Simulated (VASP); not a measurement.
Output of a VASP run:

### OUTCAR
```
 ion  position               nearest neighbor table
   1  0.000  0.000  0.000-
  LATTYP: Found a body centered cubic cell.
 ALAT       =     3.2484482356
 Subroutine PRICEL returns:
 Original cell was already a primitive cell.
 Subroutine GETGRP returns: Found 48 space group operations
The static configuration has the point symmetry O_h .
The dynamic configuration has the point symmetry O_h .
 Subroutine INISYM returns: Found 48 space group operations
 Subroutine IBZKPT returns following result:
 Found    145 irreducible k-points:

 Following reciprocal coordinates:
            Coordinates               Weight
  0.000000  0.000000  0.000000      1.000000
  0.062500  0.000000  0.000000     12.000000
  0.125000  0.000000  0.000000     12.000000
  0.187500  0.000000  0.000000     12.000000
  0.250000  0.000000  0.000000     12.000000
  0.312500  0.000000  0.000000     12.000000
  0.375000  0.000000  0.000000     12.000000
  0.437500  0.000000  0.000000     12.000000
  0.500000  0.000000  0.000000      6.000000
  0.062500  0.062500  0.000000     24.000000
  0.125000  0.062500  0.000000     48.000000
  0.187500  0.062500  0.000000     48.000000
  0.250000  0.062500 -0.000000     48.000000
  0.312500  0.062500  0.000000     48.000000
  0.375000  0.062500  0.000000     48.000000
  0.437500  0.062500  0.000000     48.000000
  0.125000  0.125000  0.000000     24.000000
  0.187500  0.125000 -0.000000     48.000000
  0.250000  0.125000  0.000000     48.000000
  0.312500  0.125000  0.000000     48.000000
  0.375000  0.125000  0.000000     48.000000
  0.437500  0.125000  0.000000     24.000000
  0.187500  0.187500  0.000000     24.000000
  0.250000  0.187500  0.000000     48.000000
  0.312500  0.187500  0.000000     48.000000
  0.375000  0.187500  0.000000     48.000000
  0.250000  0.250000  0.000000     24.000000
  0.312500  0.250000  0.000000     48.000000
  0.375000  0.250000 -0.000000     24.000000
  0.312500  0.312500  0.000000     24.000000
  0.062500  0.062500  0.062500      8.000000
  0.125000  0.062500  0.062500     24.000000
  0.187500  0.062500  0.062500     24.000000
  0.250000  0.062500  0.062500     24.000000
  0.312500  0.062500  0.062500     24.000000
  0.375000  0.062500  0.062500     24.000000
  0.437500  0.062500  0.062500     12.000000
 -0.062500  0.062500  0.062500      6.000000
  0.125000  0.125000  0.062500     24.000000
  0.187500  0.125000  0.062500     48.000000
   k-points           NKPTS =    145   k-points in BZ     NKDIM =    145   number of bands    NBANDS=     11
   number of dos      NEDOS =    301   number of ions     NIONS =      1
   total plane-waves  NPLWV =  13824
   dimension x,y,z NGX =    24 NGY =   24 NGZ =   24
   dimension x,y,z NGXF=    48 NGYF=   48 NGZF=   48
   ions per type =               1
   PREC   = accura    normal or accurate (medium, high low for compatibility)
   ISTART =      0    job   : 0-new  1-cont  2-samecut
   ICHARG =      2    charge: 1-file 2-atom 10-const
   ISPIN  =      1    spin polarized calculation?
   LNONCOLLINEAR =      F non collinear calculations
   LSORBIT =      F    spin-orbit coupling
   INIWAV =      1    electr: 0-lowe 1-rand  2-diag
   ENCUT  =  520.0 eV  38.22 Ry    6.18 a.u.   5.23  5.23  5.23*2*pi/ulx,y,z
   NELM   =    100;   NELMIN=  2; NELMDL= -5     # of ELM steps
   EDIFF  = 0.1E-06   stopping-criterion for ELM
   LREAL  =      F    real-space projection
   NLSPLINE    = F    spline interpolate recip. space projectors
   LMAXMIX     =    6 max onsite mixed and CHGCAR
   VOSKOWN=      0    Vosko Wilk Nusair interpolation
   EDIFFG = 0.1E-05   stopping-criterion for IOM
   NSW    =      0    number of steps for IOM
   NBLOCK =      1;   KBLOCK =      1    inner block; outer block
   IBRION =     -1    ionic relax: 0-MD 1-quasi-New 2-CG
   NFREE  =      0    steps in history (QN), initial steepest desc. (CG)
...
```

File OSZICAR:
```
       N       E                     dE             d eps       ncg     rms          rms(c)
DAV:   1     0.812728171131E+02    0.81273E+02   -0.79279E+03  3190   0.144E+03
DAV:   2    -0.854828954130E+01   -0.89821E+02   -0.86680E+02  3496   0.332E+02
DAV:   3    -0.101912264465E+02   -0.16429E+01   -0.16241E+01  3619   0.443E+01
DAV:   4    -0.102007550400E+02   -0.95286E-02   -0.95278E-02  3471   0.371E+00
DAV:   5    -0.102008402819E+02   -0.85242E-04   -0.85241E-04  3561   0.354E-01    0.176E+01
DAV:   6    -0.970614316287E+01    0.49470E+00   -0.62081E-01  3373   0.101E+01    0.655E+00
DAV:   7    -0.959143710953E+01    0.11471E+00   -0.29155E-01  3511   0.647E+00    0.730E-01
DAV:   8    -0.958880855693E+01    0.26286E-02   -0.50165E-03  3292   0.107E+00    0.157E-01
DAV:   9    -0.958873386365E+01    0.74693E-04   -0.39206E-04  3457   0.237E-01    0.461E-02
DAV:  10    -0.958873138181E+01    0.24818E-05   -0.30415E-05  3499   0.803E-02    0.265E-03
DAV:  11    -0.958873146896E+01   -0.87145E-07   -0.50447E-07  3355   0.102E-02
   1 F= -.95887315E+01 E0= -.95885160E+01  d E =-.646434E-03
```

### OUTCAR
```
------------------------ aborting loop because EDIFF is reached ----------------------------------------
  FORCE on cell =-STRESS in cart. coord.  units (eV):
  Direction    XX          YY          ZZ          XY          YZ          ZX
  --------------------------------------------------------------------------------------
  Total       -1.7252908     -1.7252908     -1.7252908     -0.0000000     -0.0000000      0.0000000
  in kB     -161.2779648   -161.2779648   -161.2779648     -0.0000000     -0.0000000      0.0000000
  external PRESSURE =    -161.2779648 kB  Pullay stress =       0.0000000 kB
  volume of cell :       17.14
      direct lattice vectors                 reciprocal lattice vectors
    -1.624224118  1.624224118  1.624224118     0.000000000  0.307839290  0.307839290
     1.624224118 -1.624224118  1.624224118     0.307839290  0.000000000  0.307839290
     1.624224118  1.624224118 -1.624224118     0.307839290  0.307839290  0.000000000
 POSITION                                       TOTAL-FORCE (eV/Angst)
 -----------------------------------------------------------------------------------
      0.00000      0.00000      0.00000         0.000000      0.000000     -0.000000
 -----------------------------------------------------------------------------------
    total drift:                                0.000000      0.000000      0.000000
  FREE ENERGIE OF THE ION-ELECTRON SYSTEM (eV)
  ---------------------------------------------------
  free  energy   TOTEN  =        -9.5887314690 eV

  energy  without entropy=       -9.5880850350  energy(sigma->0) =       -9.58851599
```
(Selected blocks of OUTCAR.)

**POSCAR**
```
W
1
   -1.6242241178     1.6242241178     1.6242241178
    1.6242241178    -1.6242241178     1.6242241178
    1.6242241178     1.6242241178    -1.6242241178
W
1
Direct
  0.0000000000   0.0000000000   0.0000000000
```

Q: Reconstruct the remaining input files.

A: Several could match; the one computed here: the input of the run itself, optB88-vdW, plane waves, VASP's PBE PAW potentials (set 64).

### KPOINTS
```
Automatic mesh
0
Gamma
16 16 16
0 0 0
```

**INCAR**
```
AGGAC  =  0.0
ALGO  =  Normal
EDIFF  =  1E-7
ENCUT  =  520
GGA  =  BO
ISIF  =  2
ISMEAR  =  1
LASPH  =  .TRUE.
LCHARG  =  .FALSE.
LMAXMIX  =  6
LREAL  =  .FALSE.
LUSE_VDW  =  .TRUE.
LWAVE  =  .FALSE.
NELM  =  100
PARAM1  =  0.1833333333
PARAM2  =  0.22
PREC  =  Accurate
SIGMA  =  0.1
SYSTEM  =  W
```

POTCAR, in this order: W_sv (PBE.64 set). Program: vasp_std.

The compound is W in the bcc structure. This cell is one point of a volume scan, at 1.06 of the reference volume.
